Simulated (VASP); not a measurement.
Computed with PBEsol GGA, VASP's PBE PAW potentials (set 64) (plane waves; VASP).

The input files of a VASP run:

### KPOINTS
```
Automatic mesh
0
Gamma
6 6 2
0 0 0
```

**INCAR**
```
LASPH  =  T
SYSTEM  =  KNa3Br4
ENCUT  =  400
LMAXMIX  =  4
EDIFF  =  1E-6   ! SCF stop (eV)
SIGMA  =  0.05   ! width (eV)
IBRION  =  2
NSW  =  60   ! most ionic steps
LREAL  =  F   ! projection in real space or not
EDIFFG  =  -0.02   ! ionic stop
PREC  =  Accurate
ISMEAR  =  0   ! Gaussian
LCHARG  =  F
GGA  =  PS
ISIF  =  3   ! ions, shape and volume
NELM  =  100   ! most electronic steps
ALGO  =  Normal   ! blocked Davidson
LWAVE  =  F
```

### POSCAR
```
KNa3Br4
1.0
  0.0000000000   3.0256178156   3.0256178156
  3.0256178156   0.0000000000   3.0256178156
 12.1889311694  12.1889311694  -0.0864599071
Na Br K
3 4 1
direct
  0.9837549737   0.9837549737   0.0121837698
  0.0000000000   0.0000000000   0.2500000000
  0.0162450263   0.0162450263   0.4878162302
  0.4925940602   0.4925940602   0.1305544548
  0.5074059398   0.5074059398   0.3694455452
  0.5261756577   0.5261756577   0.6053682567
  0.4738243423   0.4738243423   0.8946317433
  0.0000000000   0.0000000000   0.7500000000
```

POTCAR, in this order: Na_pv Br K_sv (PBE.64 set). Program: vasp_std.

The run wrote:

**OSZICAR**
```
       N       E                     dE             d eps       ncg     rms          rms(c)
DAV:   1     0.507601578272E+03    0.50760E+03   -0.23064E+04  1504   0.139E+03
DAV:   2     0.269981288266E+02   -0.48060E+03   -0.47272E+03  1790   0.380E+02
DAV:   3    -0.242049887955E+02   -0.51203E+02   -0.51080E+02  2014   0.133E+02
DAV:   4    -0.259217009904E+02   -0.17167E+01   -0.17129E+01  1936   0.266E+01
DAV:   5    -0.260127338781E+02   -0.91033E-01   -0.90994E-01  2798   0.406E+00    0.461E+00
DAV:   6    -0.255423156748E+02    0.47042E+00   -0.93476E-01  1776   0.431E+00    0.318E+00
DAV:   7    -0.254954620910E+02    0.46854E-01   -0.48492E-01  2324   0.300E+00    0.144E+00
DAV:   8    -0.255046539135E+02   -0.91918E-02   -0.43966E-02  1786   0.125E+00    0.246E-01
DAV:   9    -0.255048404852E+02   -0.18657E-03   -0.20872E-03  2252   0.268E-01    0.107E-01
DAV:  10    -0.255055503135E+02   -0.70983E-03   -0.88495E-04  1924   0.181E-01    0.332E-02
DAV:  11    -0.255055708190E+02   -0.20506E-04   -0.51084E-05  2000   0.478E-02    0.151E-02
DAV:  12    -0.255055771089E+02   -0.62900E-05   -0.21726E-05  1766   0.263E-02    0.394E-03
DAV:  13    -0.255055787201E+02   -0.16112E-05   -0.50371E-06  1626   0.119E-02    0.299E-03
DAV:  14    -0.255055787737E+02   -0.53637E-07   -0.38978E-07  1340   0.408E-03
   1 F= -.25505579E+02 E0= -.25505579E+02  d E =-.255056E+02
       N       E                     dE             d eps       ncg     rms          rms(c)
DAV:   1    -0.255056442298E+02   -0.65510E-04   -0.54437E-03  1554   0.341E-01    0.341E-02
DAV:   2    -0.255056532386E+02   -0.90088E-05   -0.21853E-04  1704   0.713E-02    0.176E-02
DAV:   3    -0.255056492517E+02    0.39869E-05   -0.44375E-06  1724   0.129E-02    0.115E-02
DAV:   4    -0.255056477068E+02    0.15449E-05   -0.57742E-06  1804   0.131E-02    0.228E-03
DAV:   5    -0.255056478314E+02   -0.12466E-06   -0.98453E-07   902   0.534E-03
   2 F= -.25505648E+02 E0= -.25505648E+02  d E =-.690577E-04
       N       E                     dE             d eps       ncg     rms          rms(c)
DAV:   1    -0.255057648875E+02   -0.11718E-03   -0.48856E-02  1504   0.102E+00    0.102E-01
DAV:   2    -0.255058492325E+02   -0.84345E-04   -0.19565E-03  1708   0.212E-01    0.526E-02
DAV:   3    -0.255058126805E+02    0.36552E-04   -0.39302E-05  1902   0.384E-02    0.346E-02
DAV:   4    -0.255057946558E+02    0.18025E-04   -0.51057E-05  1812   0.417E-02    0.680E-03
DAV:   5    -0.255057953355E+02   -0.67971E-06   -0.10704E-05  1658   0.169E-02    0.517E-03
DAV:   6    -0.255057953090E+02    0.26549E-07   -0.43592E-07   936   0.435E-03
   3 F= -.25505795E+02 E0= -.25505795E+02  d E =-.216535E-03
```

### OUTCAR
```
------------------------ aborting loop because EDIFF is reached ----------------------------------------
  FORCE on cell =-STRESS in cart. coord.  units (eV):
  Direction    XX          YY          ZZ          XY          YZ          ZX
  --------------------------------------------------------------------------------------
  Total        0.0060557      0.0060557      0.0060557     -0.0080027      0.0080027      0.0080027
  in kB        0.0433343      0.0433343      0.0433343     -0.0572665      0.0572665      0.0572665
  external PRESSURE =       0.0433343 kB  Pullay stress =       0.0000000 kB
  volume of cell :      223.90
      direct lattice vectors                 reciprocal lattice vectors
     0.000000000  3.026752815  3.026752815    -0.164685542  0.165701530  0.164685542
     3.026752815  0.000000000  3.026752815     0.165701530 -0.164685542  0.164685542
    12.182166260 12.182166260 -0.075155002     0.040917388  0.040917388 -0.040917388
 POSITION                                       TOTAL-FORCE (eV/Angst)
 -----------------------------------------------------------------------------------
      3.12622      3.12622      5.95404         0.003667      0.003667     -0.003667
      3.04554      3.04554     -0.01879         0.000000      0.000000     -0.000000
      5.99161      5.99161      0.06189        -0.003667     -0.003667      0.003667
      3.08416      3.08416      2.96935         0.006844      0.006844     -0.006844
      6.03368      6.03368      3.04658        -0.006844     -0.006844      0.006844
      8.96737      8.96737      3.13965        -0.000994     -0.000994      0.000994
     12.33264     12.33264      2.80113         0.000994      0.000994     -0.000994
      9.13662      9.13662     -0.05637         0.000000      0.000000     -0.000000
 -----------------------------------------------------------------------------------
    total drift:                                0.000000      0.000000      0.000000
  FREE ENERGIE OF THE ION-ELECTRON SYSTEM (eV)
  ---------------------------------------------------
  free  energy   TOTEN  =       -25.5057953090 eV

  energy  without entropy=      -25.5057953090  energy(sigma->0) =      -25.50579531

 reached required accuracy - stopping structural energy minimisation
```
(Selected blocks of OUTCAR.)

CONTCAR:
```
KNa3Br4
   1.00000000000000
     0.0000000000000126    3.0267528145468399    3.0267528145468146
     3.0267528145468399    0.0000000000000126    3.0267528145468146
    12.1821662598378566   12.1821662598378566   -0.0751550017504845
  Na              Br              K
     3     4     1
Direct
     0.9837200425772082    0.9837200425772082    0.0122099681420916
     0.0000000000000000    0.0000000000000000    0.2500000000000000
     0.0162799574227918    0.0162799574227918    0.4877900318579013
     0.4921417178352931    0.4921417178352931    0.1308937115735275
     0.5078582821647069    0.5078582821647069    0.3691062884264725
     0.5261649441711701    0.5261649441711701    0.6053762918466202
     0.4738350558288300    0.4738350558288300    0.8946237081533798
     0.0000000000000000    0.0000000000000000    0.7500000000000000
```

**OUTCAR**
```
 val. band max:       -0.9173605589   @ k =   0.0000   0.0000   0.0000

 cond. band min:       3.1659109543   @ k =   0.0000   0.0000   0.0000


 Fermi energy:        -0.6106252930

 k-point     1 :       0.0000    0.0000    0.0000
  band No.  band energies     occupation
      1     -28.6543      2.00000
      2     -22.2827      2.00000
      3     -22.2681      2.00000
      4     -22.2681      2.00000
      5     -22.2635      2.00000
      6     -22.2617      2.00000
      7     -22.2509      2.00000
      8     -22.2509      2.00000
      9     -22.2508      2.00000
     10     -22.2508      2.00000
     11     -13.7561      2.00000
     12     -13.6857      2.00000
     13     -13.5199      2.00000
     14     -13.4519      2.00000
     15     -12.1975      2.00000
     16     -12.1975      2.00000
     17     -11.9942      2.00000
     18      -2.8810      2.00000
     19      -2.1960      2.00000
     20      -1.9466      2.00000
     21      -1.2587      2.00000
     22      -1.2587      2.00000
     23      -1.1139      2.00000
     24      -1.1139      2.00000
     25      -1.1007      2.00000
     26      -1.1007      2.00000
     27      -0.9427      2.00000
     28      -0.9427      2.00000
     29      -0.9174      2.00000
     30       3.1659      0.00000
     31       4.6079      0.00000
     32       4.6393      0.00000
     33       5.1841      0.00000
     34       5.9452      0.00000

 k-point     2 :       0.1667    0.0000    0.0000
  band No.  band energies     occupation
      1     -28.6514      2.00000
      2     -22.2815      2.00000
      3     -22.2711      2.00000
      4     -22.2687      2.00000
      5     -22.2623      2.00000
      6     -22.2614      2.00000
      7     -22.2535      2.00000
      8     -22.2534      2.00000
      9     -22.2514      2.00000
     10     -22.2514      2.00000
     11     -13.6996      2.00000
     12     -13.6275      2.00000
     13     -13.5269      2.00000
     14     -13.4220      2.00000
...
```

The structure was generated: KNa3Br4 was put into an ordered model structure (R-3m), which need not be its known phase. This run relaxes it. Symmetry was kept, so distortions that lower it aren't found. The start is the result of an earlier pass.
